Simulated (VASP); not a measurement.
Method: PBEsol GGA, VASP's PBE PAW potentials (set 64) (plane waves; VASP 6.6.1).

A VASP calculation is set up with these files.

POSCAR:
```
Sc
1
   -0.0000000000     2.2764952228     2.2764952228
    2.2764952228     0.0000000000     2.2764952228
    2.2764952228     2.2764952228     0.0000000000
Sc
1
Direct
  0.0000000000   0.0000000000   0.0000000000
```

**INCAR**
```
SYSTEM = Sc
PREC = Accurate
ENCUT = 400
EDIFF = 1E-6
NELM = 100
ALGO = Normal
LREAL = .FALSE.
LASPH = .TRUE.
ISMEAR = 1
SIGMA = 0.1
GGA = PS
LMAXMIX = 4
LWAVE = .FALSE.
LCHARG = .FALSE.
IBRION = 2
ISIF = 3
NSW = 60
EDIFFG = -0.01
```

### KPOINTS
```
Automatic mesh
0
Gamma
12 12 12
0 0 0
```

POTCAR, in this order: Sc_sv (PBE.64 set). Program: vasp_std.

The run wrote:

**OSZICAR**
```
       N       E                     dE             d eps       ncg     rms          rms(c)
DAV:   1     0.562892406687E+02    0.56289E+02   -0.47172E+03  1304   0.981E+02
DAV:   2    -0.607575459478E+01   -0.62365E+02   -0.61938E+02  1348   0.301E+02
DAV:   3    -0.727809383044E+01   -0.12023E+01   -0.11664E+01  1863   0.493E+01
DAV:   4    -0.729393119717E+01   -0.15837E-01   -0.15796E-01  2006   0.447E+00
DAV:   5    -0.729398933112E+01   -0.58134E-04   -0.58110E-04  2003   0.241E-01    0.577E+00
DAV:   6    -0.664649979324E+01    0.64749E+00   -0.14745E+00  1955   0.187E+01    0.170E+00
DAV:   7    -0.656465639474E+01    0.81843E-01   -0.32922E-01  1978   0.784E+00    0.553E-01
DAV:   8    -0.655940840478E+01    0.52480E-02   -0.12770E-02  1438   0.202E+00    0.141E-01
DAV:   9    -0.655904266927E+01    0.36574E-03   -0.16008E-03  2067   0.621E-01    0.239E-02
DAV:  10    -0.655904802448E+01   -0.53552E-05   -0.22497E-05  1855   0.693E-02    0.481E-03
DAV:  11    -0.655904837732E+01   -0.35284E-06   -0.27071E-06  1891   0.197E-02
   1 F= -.65590484E+01 E0= -.65593281E+01  d E =-.655905E+01
```

File OUTCAR:
```
------------------------ aborting loop because EDIFF is reached ----------------------------------------
  FORCE on cell =-STRESS in cart. coord.  units (eV):
  Direction    XX          YY          ZZ          XY          YZ          ZX
  --------------------------------------------------------------------------------------
  Total       -0.0039764     -0.0039764     -0.0039764      0.0000000     -0.0000000     -0.0000000
  in kB       -0.2700026     -0.2700026     -0.2700026      0.0000000     -0.0000000     -0.0000000
  external PRESSURE =      -0.2700026 kB  Pullay stress =       0.0000000 kB
  volume of cell :       23.60
      direct lattice vectors                 reciprocal lattice vectors
     0.000000000  2.276495223  2.276495223    -0.219635866  0.219635866  0.219635866
     2.276495223  0.000000000  2.276495223     0.219635866 -0.219635866  0.219635866
     2.276495223  2.276495223  0.000000000     0.219635866  0.219635866 -0.219635866
 POSITION                                       TOTAL-FORCE (eV/Angst)
 -----------------------------------------------------------------------------------
      0.00000      0.00000      0.00000         0.000000      0.000000      0.000000
 -----------------------------------------------------------------------------------
    total drift:                                0.000000      0.000000      0.000000
  FREE ENERGIE OF THE ION-ELECTRON SYSTEM (eV)
  ---------------------------------------------------
  free  energy   TOTEN  =        -6.5590483773 eV

  energy  without entropy=       -6.5598874406  energy(sigma->0) =       -6.55932807

 reached required accuracy - stopping structural energy minimisation
```
(Selected blocks of OUTCAR.)

### OUTCAR
```
 val. band max:        3.8740973350   @ k =  -0.4167   0.1667   0.0833

 cond. band min:       3.9181059173   @ k =   0.5000   0.3333   0.1667


 Fermi energy:         3.8890616514

 k-point     1 :       0.0000    0.0000    0.0000
  band No.  band energies     occupation
      1     -45.2162      2.00000
      2     -23.6942      2.00000
      3     -23.6942      2.00000
      4     -23.6942      2.00000
      5      -1.3875      2.00000
      6       5.5262     -0.00000
      7       5.5262     -0.00000
      8       5.5262     -0.00000
      9       6.9911      0.00000

 k-point     2 :       0.0833    0.0000    0.0000
  band No.  band energies     occupation
      1     -45.2115      2.00000
      2     -23.7264      2.00000
      3     -23.6983      2.00000
      4     -23.6983      2.00000
      5      -1.2043      2.00000
      6       5.3888     -0.00000
      7       5.5940     -0.00000
      8       5.5940     -0.00000
      9       6.9435      0.00000

 k-point     3 :       0.1667    0.0000    0.0000
  band No.  band energies     occupation
      1     -45.1983      2.00000
      2     -23.8137      2.00000
      3     -23.7094      2.00000
      4     -23.7094      2.00000
      5      -0.6782      2.00000
      6       5.0457     -0.00000
      7       5.7290     -0.00000
      8       5.7290     -0.00000
      9       6.8874      0.00000

 k-point     4 :       0.2500    0.0000    0.0000
  band No.  band energies     occupation
      1     -45.1801      2.00000
      2     -23.9310      2.00000
      3     -23.7246      2.00000
      4     -23.7246      2.00000
      5       0.1153      2.00000
      6       4.6445     -0.00000
      7       5.7417     -0.00000
      8       5.7417     -0.00000
      9       7.0402      0.00000

 k-point     5 :       0.3333    0.0000    0.0000
  band No.  band energies     occupation
      1     -45.1618      2.00000
      2     -24.0462      2.00000
      3     -23.7397      2.00000
...
```

The structure was generated: Sc was put into the fcc type (Fm-3m), which need not be its known phase. It was relaxed first, which changed the volume by -6 %. The start is the result of an earlier pass.
